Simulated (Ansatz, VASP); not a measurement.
# NbB2 in VASP and in Ansatz

Contents of INCAR:

```
PREC = Accurate
ENCUT = 600
EDIFF = 1E-6
ISMEAR = 0
SIGMA = 0.1
LREAL = False
LASPH = True
NELM = 100
ALGO = Normal
ISIF = 3
LWAVE = False
LCHARG = False
IBRION = 2
NSW = 100
EDIFFG = -0.005
```

The input KPOINTS:

```
regular mesh
0
Gamma
  15 15 12
```

Contents of POSCAR:

```
NbB2
1.0
    3.0860000000      0.0000000000      0.0000000000
   -1.5430000000      2.6725543961      0.0000000000
    0.0000000000      0.0000000000      3.3060000000
Nb B
1 2
Direct
    0.0000000000      0.0000000000      0.0000000000
    0.3333333333      0.6666666667      0.5000000000
    0.6666666667      0.3333333333      0.5000000000
```

Input for Ansatz:

```yaml
crystal:
  lattice:
    - [3.086, 0.0, 0.0]
    - [-1.543, 2.6725543961, 0.0]
    - [0.0, 0.0, 3.306]
  atoms:
    - { symbol: Nb, position: [0.0, 0.0, 0.0] }
    - { symbol: B, position: [0.3333333333, 0.6666666667, 0.5] }
    - { symbol: B, position: [0.6666666667, 0.3333333333, 0.5] }
basis:
  ecutwfc: 420
kpoints:
  mp_grid: { grid: [15, 15, 12] }
hamiltonian:
  xc: lda
scf:
  occupations: { method: gaussian, width: 0.1 }
output:
  forces: true
  stress: true
  eigenvalues: true
relax:
  adjacent_minimum: "off"
  f_tol: 0.005
  max_steps: 80
  cell: { stress_tol: 0.05 }
```

Alike in both runs: task relaxation of cell and atoms; functional LDA; k mesh 15 × 15 × 12; occupations gaussian, width 0.1 eV; no spin polarisation.

|  | VASP | Ansatz |
| --- | --- | --- |
| version | VASP 6.6.1 | Ansatz 0.2.0 |
| potentials or method | VASP PAW LDA potentials, release 64 (Nb_sv, B) | scalar-relativistic, plane waves, PAW |
| plane-wave cutoff (eV) | 600 | 420 |
| valence electrons in the cell | 19 | 19 |

|  | VASP | Ansatz | Ansatz less VASP |
| --- | --- | --- | --- |
| gap on the k mesh at the Fermi level, each at its own relaxed structure (eV) | none | none | - |
| relaxed volume (Å³/atom) | 8.94 | 8.94 | +0.002 |
| relaxed cell length with the largest relative difference (Å) | 3.276 | 3.278 | +0.0016 |
| energy change over the relaxation (meV/atom) | -2 | -3 | 0.0 |

A gap of «none» marks a metal or a gap that the smearing closes.

LDA usually gives volumes a few per cent too small. Zero-point motion and thermal expansion aren't in these numbers.
